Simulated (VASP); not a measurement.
# NbTe (P-6m2) in VASP: further runs

Runs on NbTe. Level: PBE. Tasks: single point.

Program: VASP 6.6.1. These are calculated values, not measurements. Logs are shortened: lines on timing, memory, paths and dates and some standing lists are left out, and cuts for length are marked.

**1. The structure**

It takes space group P-6m2 (No. 187, hexagonal). The conventional cell has a = 3.703 Å, b = 3.703 Å, c = 3.694 Å, α = 90.00°, β = 90.00°, γ = 120.00°. Te (site symmetry -6m2) has 6 Nb at 2.83 Å as nearest neighbours. Around Nb (site symmetry -6m2) lie 6 Te at 2.83 Å.

The cell comes from a database or a generator and needn't be the stable form of this composition.

**2. Single point, PBE**

Input file INCAR:

```
  PREC = Accurate
  ENCUT = 460
  EDIFF = 1E-7
  ISMEAR = 0
  SIGMA = 0.05
  LREAL = False
  LASPH = True
  NELM = 100
  ALGO = Normal
  ISIF = 2
  LWAVE = False
  LCHARG = False
  GGA = PE
  NBANDS = 16
  ADDGRID = False
```

Input file KPOINTS:

```
regular mesh
0
Gamma
  7 7 6
```

Input file POSCAR:

```
NbTe
1.0
    3.7029743866      0.0000000000      0.0000000000
   -1.8514871933      3.2068698884      0.0000000000
    0.0000000000      0.0000000000      3.6942110000
Te Nb
1 1
Direct
    0.6666666667      0.3333333333      0.0000000000
    0.0000000000      0.0000000000      0.5000000000
```

Potentials or basis: VASP PAW PBE potentials, release 64 (Te, Nb_pv).

On the command line:

```console
> cat potpaw_PBE.64/Te/POTCAR potpaw_PBE.64/Nb_pv/POTCAR > POTCAR
> mpirun -np 1 vasp_std > vasp.out
```

OUTCAR:

```text
PREC = Accurate
   ENCUT = 460
   EDIFF = 1E-7
   ISMEAR = 0
   LREAL = False
   LASPH = True
   NELM = 100
   ISIF = 2
   GGA = PE

 Found     32 irreducible k-points:

 Following reciprocal coordinates:
            Coordinates               Weight
  0.000000  0.000000  0.000000      1.000000
  0.142857 -0.000000  0.000000      6.000000
  0.285714 -0.000000  0.000000      6.000000
  0.428571  0.000000  0.000000      6.000000
  0.142857  0.142857  0.000000      6.000000
  0.285714  0.142857  0.000000     12.000000
   k-points           NKPTS =     32   k-points in BZ     NKDIM =     32   number of bands    NBANDS=     16
   number of dos      NEDOS =    301   number of ions     NIONS =      2
   total plane-waves  NPLWV =  21952
   dimension x,y,z NGX =    28 NGY =   28 NGZ =   28
   dimension x,y,z NGXF=    56 NGYF=   56 NGZF=   56
   ions per type =               1   1
   NGX,Y,Z   is equivalent  to a cutoff of  12.57, 12.57, 12.60 a.u.
   NGXF,Y,Z  is equivalent  to a cutoff of  25.14, 25.14, 25.20 a.u.
 SYSTEM =  unknown system
   PREC   = accura    normal or accurate (medium, high low for compatibility)
   ISTART =      0    job   : 0-new  1-cont  2-samecut
   ICHARG =      2    charge: 1-file 2-atom 10-const
   ISPIN  =      1    spin polarized calculation?
   LNONCOLLINEAR =      F non collinear calculations
   LSORBIT =      F    spin-orbit coupling
   LASPH  =      T    aspherical Exc in radial PAW
   ENCUT  =  460.0 eV  33.81 Ry    5.81 a.u.   6.48  6.48  6.46*2*pi/ulx,y,z
   NELM   =    100;   NELMIN=  2; NELMDL= -5     # of ELM steps
   EDIFF  = 0.1E-06   stopping-criterion for ELM
[... 18 lines left out ...]
     AMIX     =   0.40;   BMIX     =  1.00
     AMIX_MAG =   1.60;   BMIX_MAG =  1.00
  volume/ion in A,a.u.               =      21.93       148.02
  Fermi-wavevector in a.u.,A,eV,Ry     =   1.193548  2.255479 19.382272  1.424557
  Thomas-Fermi vector in A             =   2.329560
   LORBIT       =      0    0 simple, 1 ext, 2 COOP (PROOUT), +10 PAW based schemes
   GGA     = PE    functional components
[... 5 lines left out ...]
 non-spin polarized calculation
 Gauss-broadening in eV      SIGMA  =   0.05
  energy-cutoff  :      460.00
  volume of cell :       43.87
 maximum number of plane-waves:      1009
 NGX is ok and might be reduce to    28
   NGX = 13   NGY = 13   NGZ = 13

 number of electron      17.0000003 magnetization

 Free energy of the ion-electron system (eV)
  ---------------------------------------------------
  ext. energy  EPLUGINS =         0.00000000
  ---------------------------------------------------
  free energy    TOTEN  =       -13.51101676 eV

  energy without entropy =      -13.50927719  energy(sigma->0) =      -13.51014697

 E-fermi :   8.3823     XC(G=0): -11.2459

 val. band max:        8.3605122977   @ k =   0.2857  -0.0000   0.0000
 cond. band min:       8.4109518814   @ k =   0.2857  -0.0000   0.3333
 fundamental gap:      0.0504395837
 Fermi energy:         8.3823198471

 k-point     1 :       0.0000    0.0000    0.0000
  band No.  band energies     occupation
      1     -23.3687      2.00000
      2     -23.1662      2.00000
      3     -23.1662      2.00000
      4      -5.8115      2.00000
      5       5.2960      2.00000
      6       5.2960      2.00000
[... 8 lines left out ...]
     15      15.5044      0.00000
     16      15.5044      0.00000

 k-point     2 :       0.1429   -0.0000    0.0000
  band No.  band energies     occupation
      1     -23.3645      2.00000
      2     -23.1914      2.00000
      3     -23.1721      2.00000
      4      -5.5662      2.00000
      5       4.3211      2.00000
      6       5.4176      2.00000
[... 8 lines left out ...]
     15      16.4802      0.00000
     16      16.5204      0.00000

 k-point     3 :       0.2857   -0.0000    0.0000
  band No.  band energies     occupation
      1     -23.3552      2.00000
      2     -23.2475      2.00000
      3     -23.1855      2.00000
      4      -4.9245      2.00000
      5       2.7047      2.00000
      6       5.0211      2.00000
[... 8 lines left out ...]
     15      17.0160      0.00000
     16      17.4139      0.00000

 k-point     4 :       0.4286    0.0000    0.0000
  band No.  band energies     occupation
      1     -23.3477      2.00000
      2     -23.2919      2.00000
      3     -23.1961      2.00000
      4      -4.2558      2.00000
      5       1.4468      2.00000
      6       4.6644      2.00000
[... 8 lines left out ...]
     15      17.1696      0.00000
     16      18.8499      0.00000

 k-point     5 :       0.1429    0.1429    0.0000
  band No.  band energies     occupation
      1     -23.3578      2.00000
      2     -23.2286      2.00000
      3     -23.1852      2.00000
      4      -5.1199      2.00000
      5       3.2497      2.00000
      6       5.1846      2.00000
[... 8 lines left out ...]
     15      16.9600      0.00000
     16      17.6279      0.00000

 k-point     6 :       0.2857    0.1429    0.0000
  band No.  band energies     occupation
      1     -23.3493      2.00000
      2     -23.2718      2.00000
      3     -23.2042      2.00000
      4      -4.4366      2.00000
      5       2.0343      2.00000
      6       4.6600      2.00000
[... 8 lines left out ...]
     15      16.9975      0.00000
     16      17.3962      0.00000

 [... further k-points ...]

------------------------ aborting loop because EDIFF is reached ----------------------------------------

  FORCE on cell =-STRESS in cart. coord.  units (eV):
  Direction    XX          YY          ZZ          XY          YZ          ZX
  --------------------------------------------------------------------------------------
  -------------------------------------------------------------------------------------
  Total       -0.0806799     -0.0806799      0.1208838      0.0000000     -0.0000000      0.0000000
  in kB       -2.9466058     -2.9466058      4.4149403      0.0000000     -0.0000000      0.0000000
  external PRESSURE =      -0.4927571 kB  Pullay stress =       0.0000000 kB

 VOLUME and BASIS-vectors are now :
 -----------------------------------------------------------------------------
  energy-cutoff  :      460.00
  volume of cell :       43.87
      direct lattice vectors                 reciprocal lattice vectors
     3.702974387  0.000000000  0.000000000     0.270053178  0.155915275  0.000000000
    -1.851487193  3.206869888  0.000000000     0.000000000  0.311830550  0.000000000
     0.000000000  0.000000000  3.694211000     0.000000000  0.000000000  0.270693796

 POSITION                                       TOTAL-FORCE (eV/Angst)
 -----------------------------------------------------------------------------------
      1.85149      1.06896      0.00000         0.000000      0.000000      0.000000
      0.00000      0.00000      1.84711        -0.000000     -0.000000      0.000000
 -----------------------------------------------------------------------------------
    total drift:                               -0.000000      0.000000     -0.000000

  FREE ENERGIE OF THE ION-ELECTRON SYSTEM (eV)
  ---------------------------------------------------
  free  energy   TOTEN  =       -13.5110167612 eV

  energy  without entropy=      -13.5092771877  energy(sigma->0) =      -13.51014697
```

Run time: 16 s. Hardware: 1 thread of Intel Xeon Platinum 8488C (Sapphire Rapids), shared host; peak memory 0.16 GiB.

These settings aren't checked as converged: the numbers below hold their error.

What came out:

```
Free energy            : -13.5110 eV
Pressure               : 0.0 GPa
Band gap on the k mesh : none (metal or under the smearing width)
```

**3. Single point, PBE**

INCAR: that of step 2 with these lines changed.

```diff
@@ -4,3 +4,3 @@
   ISMEAR = 0
-  SIGMA = 0.05
+  SIGMA = 0.5
   LREAL = False
```

KPOINTS is that of step 2.

POSCAR is that of step 2.

Potentials or basis: VASP PAW PBE potentials, release 64 (Te, Nb_pv).

On the command line:

```console
> cat potpaw_PBE.64/Te/POTCAR potpaw_PBE.64/Nb_pv/POTCAR > POTCAR
> mpirun -np 1 vasp_std > vasp.out
```

Run time: 17 s. Hardware: 1 thread of Intel Xeon Platinum 8488C (Sapphire Rapids), shared host; peak memory 0.16 GiB.

These settings aren't checked as converged: the numbers below hold their error.

Results:

```
Free energy            : -13.6021 eV
Pressure               : 0.5 GPa
Band gap on the k mesh : none (metal or under the smearing width)
```

**4. Single point, PBE**

INCAR: that of step 3 with these lines changed.

```diff
@@ -4,3 +4,3 @@
   ISMEAR = 0
-  SIGMA = 0.5
+  SIGMA = 0.2
   LREAL = False
```

KPOINTS is that of step 3.

POSCAR is that of step 3.

On the command line:

```console
> cat potpaw_PBE.64/Te/POTCAR potpaw_PBE.64/Nb_pv/POTCAR > POTCAR
> mpirun -np 1 vasp_std > vasp.out
```

It took 16 s on 1 thread of Intel Xeon Platinum 8488C (Sapphire Rapids), shared host; peak memory 0.16 GiB.

These settings aren't checked as converged: the numbers below hold their error.

Results:

- Free energy: -13.5250 eV
- Pressure: 0.0 GPa
- Band gap on the k mesh: none (metal or under the smearing width)

**5. Single point, PBE**

INCAR: that of step 4 with these lines changed.

```diff
@@ -4,3 +4,3 @@
   ISMEAR = 0
-  SIGMA = 0.2
+  SIGMA = 0.1
   LREAL = False
```

KPOINTS is that of step 4.

POSCAR is that of step 4.

On the command line:

```console
> cat potpaw_PBE.64/Te/POTCAR potpaw_PBE.64/Nb_pv/POTCAR > POTCAR
> mpirun -np 1 vasp_std > vasp.out
```

Run time: 16 s. Hardware: 1 thread of Intel Xeon Platinum 8488C (Sapphire Rapids), shared host; peak memory 0.16 GiB.

These settings aren't checked as converged: the numbers below hold their error.

Results:

* Free energy: -13.5137 eV
* Pressure: 0.0 GPa
* Band gap on the k mesh: none (metal or under the smearing width)

**6. Single point, PBE**

INCAR: that of step 5 with these lines changed.

```diff
@@ -4,3 +4,3 @@
   ISMEAR = 0
-  SIGMA = 0.1
+  SIGMA = 0.01
   LREAL = False
```

KPOINTS is that of step 5.

POSCAR is that of step 5.

Potentials or basis: VASP PAW PBE potentials, release 64 (Te, Nb_pv).

On the command line:

```console
> cat potpaw_PBE.64/Te/POTCAR potpaw_PBE.64/Nb_pv/POTCAR > POTCAR
> mpirun -np 1 vasp_std > vasp.out
```

OUTCAR:

```text
PREC = Accurate
   ENCUT = 460
   EDIFF = 1E-7
   ISMEAR = 0
   LREAL = False
   LASPH = True
   NELM = 100
   ISIF = 2
   GGA = PE

 Found     32 irreducible k-points:

 Following reciprocal coordinates:
            Coordinates               Weight
  0.000000  0.000000  0.000000      1.000000
  0.142857 -0.000000  0.000000      6.000000
  0.285714 -0.000000  0.000000      6.000000
  0.428571  0.000000  0.000000      6.000000
  0.142857  0.142857  0.000000      6.000000
  0.285714  0.142857  0.000000     12.000000
   k-points           NKPTS =     32   k-points in BZ     NKDIM =     32   number of bands    NBANDS=     16
   number of dos      NEDOS =    301   number of ions     NIONS =      2
   total plane-waves  NPLWV =  21952
   dimension x,y,z NGX =    28 NGY =   28 NGZ =   28
   dimension x,y,z NGXF=    56 NGYF=   56 NGZF=   56
   ions per type =               1   1
   NGX,Y,Z   is equivalent  to a cutoff of  12.57, 12.57, 12.60 a.u.
   NGXF,Y,Z  is equivalent  to a cutoff of  25.14, 25.14, 25.20 a.u.
 SYSTEM =  unknown system
   PREC   = accura    normal or accurate (medium, high low for compatibility)
   ISTART =      0    job   : 0-new  1-cont  2-samecut
   ICHARG =      2    charge: 1-file 2-atom 10-const
   ISPIN  =      1    spin polarized calculation?
   LNONCOLLINEAR =      F non collinear calculations
   LSORBIT =      F    spin-orbit coupling
   LASPH  =      T    aspherical Exc in radial PAW
   ENCUT  =  460.0 eV  33.81 Ry    5.81 a.u.   6.48  6.48  6.46*2*pi/ulx,y,z
   NELM   =    100;   NELMIN=  2; NELMDL= -5     # of ELM steps
   EDIFF  = 0.1E-06   stopping-criterion for ELM
[... 12 lines left out ...]
   EMIN   =  10.00;   EMAX   =-10.00  energy-range for DOS
   EFERMI =   0.00;   METHOD = LEGACY
   ISMEAR =     0;   SIGMA  =   0.01  broadening in eV -4-tet -1-fermi 0-gaus
   EFERMI_NEDOS =   21; number of points for ismear=-14 and -15
   IALGO  =     38    algorithm
   IMIX   =      4    mixing-type and parameters
     AMIX     =   0.40;   BMIX     =  1.00
     AMIX_MAG =   1.60;   BMIX_MAG =  1.00
  volume/ion in A,a.u.               =      21.93       148.02
  Fermi-wavevector in a.u.,A,eV,Ry     =   1.193548  2.255479 19.382272  1.424557
  Thomas-Fermi vector in A             =   2.329560
   LORBIT       =      0    0 simple, 1 ext, 2 COOP (PROOUT), +10 PAW based schemes
   GGA     = PE    functional components
   LHFCALC =     F    Hartree Fock is set to
   AEXX    =    0.0000 exact exchange contribution
   IVDW    =     0    specifies the selected vdW correction
   LEPSILON=     F    determine dielectric tensor
   LRPA    =     F    only Hartree local field effects (RPA)
 non-spin polarized calculation
 Gauss-broadening in eV      SIGMA  =   0.01
  energy-cutoff  :      460.00
  volume of cell :       43.87
 maximum number of plane-waves:      1009
 NGX is ok and might be reduce to    28
   NGX = 13   NGY = 13   NGZ = 13

 number of electron      17.0000003 magnetization

 Free energy of the ion-electron system (eV)
  ---------------------------------------------------
  ext. energy  EPLUGINS =         0.00000000
  ---------------------------------------------------
  free energy    TOTEN  =       -13.51031740 eV

  energy without entropy =      -13.51031575  energy(sigma->0) =      -13.51031657

 E-fermi :   8.3852     XC(G=0): -11.2457

 val. band max:        8.3629576592   @ k =   0.2857  -0.0000   0.0000
 cond. band min:       8.4088944245   @ k =   0.2857  -0.0000   0.3333
 fundamental gap:      0.0459367653
 Fermi energy:         8.3852287992

 k-point     1 :       0.0000    0.0000    0.0000
  band No.  band energies     occupation
      1     -23.3614      2.00000
      2     -23.1679      2.00000
      3     -23.1679      2.00000
      4      -5.8106      2.00000
      5       5.2951      2.00000
      6       5.2951      2.00000
[... 8 lines left out ...]
     15      15.5057      0.00000
     16      15.5057      0.00000

 k-point     2 :       0.1429   -0.0000    0.0000
  band No.  band energies     occupation
      1     -23.3572      2.00000
      2     -23.1931      2.00000
      3     -23.1738      2.00000
      4      -5.5653      2.00000
      5       4.3215      2.00000
      6       5.4170      2.00000
[... 8 lines left out ...]
     15      16.4814      0.00000
     16      16.5213      0.00000
[... 45 lines left out ...]
      5       3.2508      2.00000
      6       5.1852      2.00000
[... 8 lines left out ...]
     15      16.9605      0.00000
     16      17.6281      0.00000

 k-point     6 :       0.2857    0.1429    0.0000
  band No.  band energies     occupation
      1     -23.3420      2.00000
      2     -23.2736      2.00000
      3     -23.2059      2.00000
      4      -4.4359      2.00000
      5       2.0361      2.00000
      6       4.6613      2.00000
[... 8 lines left out ...]
     15      16.9984      0.00000
     16      17.3956      0.00000

 [... further k-points ...]

------------------------ aborting loop because EDIFF is reached ----------------------------------------

  FORCE on cell =-STRESS in cart. coord.  units (eV):
  Direction    XX          YY          ZZ          XY          YZ          ZX
  --------------------------------------------------------------------------------------
  -------------------------------------------------------------------------------------
  Total       -0.1079338     -0.1079338      0.1786420      0.0000000      0.0000000      0.0000000
  in kB       -3.9419808     -3.9419808      6.5243973      0.0000000      0.0000000      0.0000000
  external PRESSURE =      -0.4531881 kB  Pullay stress =       0.0000000 kB

 VOLUME and BASIS-vectors are now :
 -----------------------------------------------------------------------------
  energy-cutoff  :      460.00
  volume of cell :       43.87
      direct lattice vectors                 reciprocal lattice vectors
     3.702974387  0.000000000  0.000000000     0.270053178  0.155915275  0.000000000
    -1.851487193  3.206869888  0.000000000     0.000000000  0.311830550  0.000000000
     0.000000000  0.000000000  3.694211000     0.000000000  0.000000000  0.270693796

 POSITION                                       TOTAL-FORCE (eV/Angst)
 -----------------------------------------------------------------------------------
      1.85149      1.06896      0.00000         0.000000      0.000000      0.000000
      0.00000      0.00000      1.84711        -0.000000     -0.000000      0.000000
 -----------------------------------------------------------------------------------
    total drift:                               -0.000000      0.000000     -0.000000

  FREE ENERGIE OF THE ION-ELECTRON SYSTEM (eV)
  ---------------------------------------------------
  free  energy   TOTEN  =       -13.5103174036 eV

  energy  without entropy=      -13.5103157452  energy(sigma->0) =      -13.51031657
```

stdout:

```text
POSCAR found type information on POSCAR TeNb
 POSCAR found :  2 types and       2 ions
 scaLAPACK will be used
 LDA part: xc-table for (Slater+PW92), standard interpolation
 POSCAR, INCAR and KPOINTS ok, starting setup
 FFT: planning ... GRIDC
 FFT: planning ... GRID_SOFT
 FFT: planning ... GRID
 WAVECAR not read
 entering main loop
```

Wall time 18 s (1 thread of Intel Xeon Platinum 8488C (Sapphire Rapids), shared host); peak memory 0.16 GiB.

The run converged, but some of its settings lie outside the range that counts as converged, so its numbers aren't taken as properties of the crystal.

Results:

- Free energy: -13.5103 eV
- Pressure: 0.0 GPa
- Band gap on the k mesh: none (metal or under the smearing width)

**7. The reference run**

An earlier run on the cell as given: functional PBE; potentials or basis VASP PAW PBE potentials, release 64 (Te, Nb_sv); cutoff 520 eV; k mesh 8 × 8 × 7; occupations fermi-dirac, width 0.05 eV; no spin polarisation.

* Pressure: -0.8 GPa
* Band gap on the k mesh: none (metal or under the smearing width)
